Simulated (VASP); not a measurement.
# Ti2RuC3 (P-3m1) in VASP: notebook

Runs on Ti2RuC3. Level: PBE. Tasks: equation of state.

All numbers are computed with VASP 6.6.1; they aren't measurements. Logs are shortened: lines on timing, memory, paths and dates and some standing lists are left out, and cuts for length are marked.

## 1. Starting point

The structure is trigonal, space group P-3m1 (No. 164). The conventional cell has a = 3.109 Å, b = 3.109 Å, c = 7.221 Å, α = 90.00°, β = 90.00°, γ = 120.00°. Ti (site symmetry 3m) has 6 C at 2.16 to 2.19 Å as nearest neighbours. Ru (site symmetry -3m) has 6 C at 2.13 Å as nearest neighbours. Around C (site symmetry 3m) lie 3 Ru at 2.13 Å and 3 Ti at 2.16 Å. C (site symmetry -3m) has 6 Ti at 2.19 Å as nearest neighbours.

The cell was built by a generator and needn't be a form met in nature.

## 2. Equation of state, PBE, 10.08 Å³/atom

Contents of INCAR:

```
SYSTEM = Ti2RuC3
  ALGO = Normal
  EDIFF = 1E-6
  EDIFFG = -0.02
  ENCUT = 520
  GGA = PE
  IBRION = 2
  ISIF = 4
  ISMEAR = 0
  KPAR = 2
  LASPH = .True.
  LCHARG = .False.
  LREAL = .False.
  LWAVE = .False.
  NELM = 100
  NSW = 30
  PREC = Accurate
  SIGMA = 0.1
```

Contents of KPOINTS:

```
k-points
0
Gamma
  12 12 4
  0 0 0
```

Contents of POSCAR:

```
Ti2RuC3
1.0
    3.1094430000      0.0000000000      0.0000000000
   -1.5547210000      2.6928560000      0.0000000000
    0.0000000000      0.0000000000      7.2207900000
Ti Ru C
2 1 3
Direct
    0.3333330000      0.6666670000      0.6733400000
    0.6666670000      0.3333330000      0.3266600000
    0.0000000000      0.0000000000      0.0000000000
    0.3333330000      0.6666670000      0.1597100000
    0.6666670000      0.3333330000      0.8402900000
    0.0000000000      0.0000000000      0.5000000000
```

Potentials or basis: VASP PAW PBE potentials, release 64 (Ti_sv, Ru_pv, C).

Command:

```bash
$ cat potpaw_PBE.64/Ti_sv/POTCAR potpaw_PBE.64/Ru_pv/POTCAR potpaw_PBE.64/C/POTCAR > POTCAR
$ mpirun -np 2 vasp_std > vasp.out
```

OUTCAR:

```text
SYSTEM = Ti2RuC3
   EDIFF = 1E-6
   EDIFFG = -0.02
   ENCUT = 520
   GGA = PE
   IBRION = 2
   ISIF = 4
   ISMEAR = 0
   LASPH = .True.
   LREAL = .False.
   NELM = 100
   NSW = 30
   PREC = Accurate

 ion  position               nearest neighbor table
   1  0.333  0.667  0.673-   5 2.16   5 2.16   5 2.16   6 2.19   6 2.19   6 2.19   3 2.96   3 2.96
                             3 2.96
   2  0.667  0.333  0.327-   4 2.16   4 2.16   4 2.16   6 2.19   6 2.19   6 2.19   3 2.96   3 2.96
                             3 2.96
   3  0.000  0.000  0.000-   4 2.13   5 2.13   4 2.13   5 2.13   5 2.13   4 2.13   1 2.96   2 2.96
                             1 2.96   2 2.96   1 2.96   2 2.96
   4  0.333  0.667  0.160-   3 2.13   3 2.13   3 2.13   2 2.16   2 2.16   2 2.16
   5  0.667  0.333  0.840-   3 2.13   3 2.13   3 2.13   1 2.16   1 2.16   1 2.16
   6  0.000  0.000  0.500-   1 2.19   2 2.19   1 2.19   2 2.19   2 2.19   1 2.19

  LATTYP: Found a hexagonal cell.
 ALAT       =     3.1094430000
 C/A-ratio  =     2.3222133353

  Lattice vectors:

 A1 = (   3.1094430000,   0.0000000000,   0.0000000000)
 A2 = (  -1.5547210000,   2.6928560000,   0.0000000000)
 A3 = (   0.0000000000,   0.0000000000,   7.2207900000)

Analysis of symmetry for initial positions (statically):
=====================================================================
 Subroutine PRICEL returns:
 Original cell was already a primitive cell.

 Routine SETGRP: Setting up the symmetry group for a
 hexagonal supercell.

 Subroutine GETGRP returns: Found 12 space group operations
 (whereof 12 operations were pure point group operations)
 out of a pool of 24 trial point group operations.

The static configuration has the point symmetry D_3d.

Analysis of symmetry for dynamics (positions and initial velocities):
=====================================================================
 Subroutine PRICEL returns:
 Original cell was already a primitive cell.

 Routine SETGRP: Setting up the symmetry group for a
 hexagonal supercell.

 Subroutine GETGRP returns: Found 12 space group operations
 (whereof 12 operations were pure point group operations)
 out of a pool of 24 trial point group operations.

The dynamic configuration has the point symmetry D_3d.

 Subroutine INISYM returns: Found 12 space group operations
 (whereof 12 operations are pure point group operations),
 and found     1 'primitive' translations

----------------------------------------------------------------------------------------

                                     Primitive cell

  volume of cell :      60.4617

  direct lattice vectors                    reciprocal lattice vectors
     3.109443000  0.000000000  0.000000000     0.321601007  0.185676412  0.000000000
    -1.554721000  2.692856000  0.000000000     0.000000000  0.371352943  0.000000000
     0.000000000  0.000000000  7.220790000     0.000000000  0.000000000  0.138489002

  length of vectors
     3.109443000  3.109442205  7.220790000     0.371352848  0.371352943  0.138489002

  position of ions in fractional coordinates (direct lattice)
     0.333333000  0.666667000  0.673340000
     0.666667000  0.333333000  0.326660000
     0.000000000  0.000000000  0.000000000
     0.333333000  0.666667000  0.159710000
     0.666667000  0.333333000  0.840290000
     0.000000000  0.000000000  0.500000000

  ion indices of the primitive-cell ions
   primitive index   ion index
                 1           1
                 2           2
                 3           3
                 4           4
                 5           5
                 6           6

----------------------------------------------------------------------------------------

 KPOINTS: k-points

Automatic generation of k-mesh.
 Grid dimensions read from file:
 generate k-points for:   12   12    4

 Generating k-lattice:

  Cartesian coordinates                     Fractional coordinates (reciprocal lattice)
     0.026800084  0.015473034  0.000000000     0.083333333  0.000000000  0.000000000
     0.000000000  0.030946079  0.000000000     0.000000000  0.083333333  0.000000000
     0.000000000  0.000000000  0.034622250     0.000000000  0.000000000  0.250000000

  Length of vectors
     0.030946071  0.030946079  0.034622250

  Shift w.r.t. Gamma in fractional coordinates (k-lattice)
     0.000000000  0.000000000  0.000000000

 Subroutine IBZKPT returns following result:
 ===========================================

 Found     69 irreducible k-points:

 Following reciprocal coordinates:
            Coordinates               Weight
  0.000000  0.000000  0.000000      1.000000
  0.083333 -0.000000  0.000000      6.000000
  0.166667 -0.000000  0.000000      6.000000
  0.250000 -0.000000  0.000000      6.000000
  0.333333 -0.000000  0.000000      6.000000
  0.416667  0.000000  0.000000      6.000000
[... 16 lines left out ...]
  0.166667 -0.000000  0.250000      6.000000
  0.000000  0.166667  0.250000      6.000000
 [... further k-points ...]
   k-points           NKPTS =     69   k-points in BZ     NKDIM =     69   number of bands    NBANDS=     30
   number of dos      NEDOS =    301   number of ions     NIONS =      6
   total plane-waves  NPLWV =  31104
   dimension x,y,z NGX =    24 NGY =   24 NGZ =   54
   dimension x,y,z NGXF=    48 NGYF=   48 NGZF=  108
   ions per type =               2   1   3
   NGX,Y,Z   is equivalent  to a cutoff of  12.83, 12.83, 12.43 a.u.
   NGXF,Y,Z  is equivalent  to a cutoff of  25.66, 25.66, 24.87 a.u.
 SYSTEM =  Ti2RuC3
   PREC   = accura    normal or accurate (medium, high low for compatibility)
   ISTART =      0    job   : 0-new  1-cont  2-samecut
   ICHARG =      2    charge: 1-file 2-atom 10-const
   ISPIN  =      1    spin polarized calculation?
   LNONCOLLINEAR =      F non collinear calculations
   LSORBIT =      F    spin-orbit coupling
   LASPH  =      T    aspherical Exc in radial PAW
   ENCUT  =  520.0 eV  38.22 Ry    6.18 a.u.   5.78  5.78 13.43*2*pi/ulx,y,z
   NELM   =    100;   NELMIN=  2; NELMDL= -5     # of ELM steps
   EDIFF  = 0.1E-05   stopping-criterion for ELM
   LREAL  =      F    real-space projection
   EDIFFG = -.2E-01   stopping-criterion for IOM
   NSW    =     30    number of steps for IOM
   IBRION =      2    ionic relax: 0-MD 1-quasi-New 2-CG
   NFREE  =      1    steps in history (QN), initial steepest desc. (CG)
   ISIF   =      4    stress and relaxation
   ISYM   =      2    0-nonsym 1-usesym 2-fastsym
   POTIM  = 0.5000    time-step for ionic-motion
   TEBEG  =    0.0;   TEEND  =   0.0 temperature during run
   PSTRESS=    0.0 pullay stress
   NELECT =      50.0000    total number of electrons
   NUPDOWN=      -1.0000    fix difference up-down
   EMIN   =  10.00;   EMAX   =-10.00  energy-range for DOS
   EFERMI =   0.00;   METHOD = LEGACY
   ISMEAR =     0;   SIGMA  =   0.10  broadening in eV -4-tet -1-fermi 0-gaus
   EFERMI_NEDOS =   21; number of points for ismear=-14 and -15
   IALGO  =     38    algorithm
   IMIX   =      4    mixing-type and parameters
     AMIX     =   0.40;   BMIX     =  1.00
     AMIX_MAG =   1.60;   BMIX_MAG =  1.00
  volume/ion in A,a.u.               =      10.08        68.00
  Fermi-wavevector in a.u.,A,eV,Ry     =   1.536637  2.903823 32.126811  2.361254
  Thomas-Fermi vector in A             =   2.643258
   LORBIT       =      0    0 simple, 1 ext, 2 COOP (PROOUT), +10 PAW based schemes
   GGA     = PE    functional components
   LHFCALC =     F    Hartree Fock is set to
   AEXX    =    0.0000 exact exchange contribution
   IVDW    =     0    specifies the selected vdW correction
   LEPSILON=     F    determine dielectric tensor
   LRPA    =     F    only Hartree local field effects (RPA)
 conjugate gradient relaxation of ions
 non-spin polarized calculation
 Gauss-broadening in eV      SIGMA  =   0.10
  energy-cutoff  :      520.00
  volume of cell :       60.46
 maximum number of plane-waves:      1644
   NGX = 11   NGY = 11   NGZ = 27

 number of electron      49.9999996 magnetization

 Free energy of the ion-electron system (eV)
  ---------------------------------------------------
  ext. energy  EPLUGINS =         0.00000000
  ---------------------------------------------------
  free energy    TOTEN  =       -54.19216159 eV

  energy without entropy =      -54.17555252  energy(sigma->0) =      -54.18385706

 E-fermi :  10.5537     XC(G=0): -13.0430

 val. band max:       10.5372005090   @ k =   0.0833  -0.0000   0.0000
 cond. band min:      10.5844392906   @ k =   0.5000  -0.0000   0.2500
 fundamental gap:      0.0472387816
 Fermi energy:        10.5537319316

 k-point     1 :       0.0000    0.0000    0.0000
  band No.  band energies     occupation
      1     -46.5478      2.00000
      2     -46.5151      2.00000
      3     -32.9307      2.00000
      4     -32.6722      2.00000
      5     -32.6722      2.00000
      6     -23.0063      2.00000
[... 22 lines left out ...]
     29      11.6713      0.00000
     30      11.6713      0.00000

 k-point     2 :       0.0833   -0.0000    0.0000
  band No.  band energies     occupation
      1     -46.5447      2.00000
      2     -46.5129      2.00000
      3     -32.9285      2.00000
      4     -32.6868      2.00000
      5     -32.6757      2.00000
      6     -22.9991      2.00000
[... 22 lines left out ...]
     29      12.1219      0.00000
     30      12.1683      0.00000

 k-point     3 :       0.1667   -0.0000    0.0000
  band No.  band energies     occupation
      1     -46.5359      2.00000
      2     -46.5069      2.00000
      3     -32.9223      2.00000
      4     -32.7265      2.00000
      5     -32.6851      2.00000
      6     -22.9796      2.00000
[... 22 lines left out ...]
     29      12.3781      0.00000
     30      12.5055      0.00000

 k-point     4 :       0.2500   -0.0000    0.0000
  band No.  band energies     occupation
      1     -46.5235      2.00000
      2     -46.4990      2.00000
      3     -32.9138      2.00000
      4     -32.7804      2.00000
      5     -32.6980      2.00000
      6     -22.9541      2.00000
[... 22 lines left out ...]
     29      12.5289      0.00000
     30      12.7360      0.00000

 k-point     5 :       0.3333   -0.0000    0.0000
  band No.  band energies     occupation
      1     -46.5107      2.00000
      2     -46.4917      2.00000
      3     -32.9054      2.00000
      4     -32.8337      2.00000
      5     -32.7109      2.00000
      6     -22.9401      2.00000
[... 22 lines left out ...]
     29      12.5736      0.00000
     30      12.6562      0.00000
[... 526 lines left out ...]
     29      12.4461      0.00000
     30      12.5709      0.00000

 k-point    22 :       0.0000    0.0833    0.2500
  band No.  band energies     occupation
      1     -46.5447      2.00000
      2     -46.5128      2.00000
      3     -32.9285      2.00000
      4     -32.6868      2.00000
      5     -32.6756      2.00000
      6     -22.9957      2.00000
[... 22 lines left out ...]
     29      12.1454      0.00000
     30      12.2198      0.00000

 k-point    23 :       0.1667   -0.0000    0.2500
  band No.  band energies     occupation
      1     -46.5359      2.00000
      2     -46.5069      2.00000
      3     -32.9223      2.00000
      4     -32.7265      2.00000
      5     -32.6851      2.00000
      6     -22.9774      2.00000
[... 22 lines left out ...]
     29      12.3109      0.00000
     30      12.5938      0.00000

 k-point    24 :       0.0000    0.1667    0.2500
  band No.  band energies     occupation
      1     -46.5359      2.00000
      2     -46.5069      2.00000
      3     -32.9223      2.00000
      4     -32.7265      2.00000
      5     -32.6851      2.00000
      6     -22.9769      2.00000
[... 22 lines left out ...]
     29      12.2636      0.00000
     30      12.3730      0.00000

 [... further k-points ...]

------------------------ aborting loop because EDIFF is reached ----------------------------------------

  FORCE on cell =-STRESS in cart. coord.  units (eV):
  Direction    XX          YY          ZZ          XY          YZ          ZX
  --------------------------------------------------------------------------------------
  -------------------------------------------------------------------------------------
  Total       -0.0092550     -0.0092550     -0.0050622     -0.0000000     -0.0000000      0.0000000
  in kB       -0.2452493     -0.2452492     -0.1341432     -0.0000000     -0.0000000      0.0000000
  external PRESSURE =      -0.2082139 kB  Pullay stress =       0.0000000 kB

 VOLUME and BASIS-vectors are now :
 -----------------------------------------------------------------------------
  energy-cutoff  :      520.00
  volume of cell :       60.46
      direct lattice vectors                 reciprocal lattice vectors
     3.109443000  0.000000000  0.000000000     0.321601007  0.185676412  0.000000000
    -1.554721000  2.692856000  0.000000000     0.000000000  0.371352943  0.000000000
     0.000000000  0.000000000  7.220790000     0.000000000  0.000000000  0.138489002

 POSITION                                       TOTAL-FORCE (eV/Angst)
 -----------------------------------------------------------------------------------
     -0.00000      1.79524      4.86205         0.000000     -0.000000     -0.002142
      1.55472      0.89762      2.35874        -0.000000      0.000000      0.002142
      0.00000      0.00000      0.00000         0.000000      0.000000      0.000000
     -0.00000      1.79524      1.15323        -0.000000      0.000000     -0.000925
      1.55472      0.89762      6.06756        -0.000000      0.000000      0.000925
      0.00000      0.00000      3.61040         0.000000      0.000000      0.000000
 -----------------------------------------------------------------------------------
    total drift:                                0.000000      0.000000      0.000000

  FREE ENERGIE OF THE ION-ELECTRON SYSTEM (eV)
  ---------------------------------------------------
  free  energy   TOTEN  =       -54.1921615933 eV

  energy  without entropy=      -54.1755525216  energy(sigma->0) =      -54.18385706

 reached required accuracy - stopping structural energy minimisation
```

Run time: 35 s. Hardware: 2 MPI ranks of Intel Xeon Platinum 8559C (Emerald Rapids), shared host; peak memory 0.25 GiB.

What came out:

- Free energy: -54.1922 eV
- Pressure: 0.0 GPa
- Band gap on the k mesh: none (metal or under the smearing width)

(Part 1 of 2 ends here.)
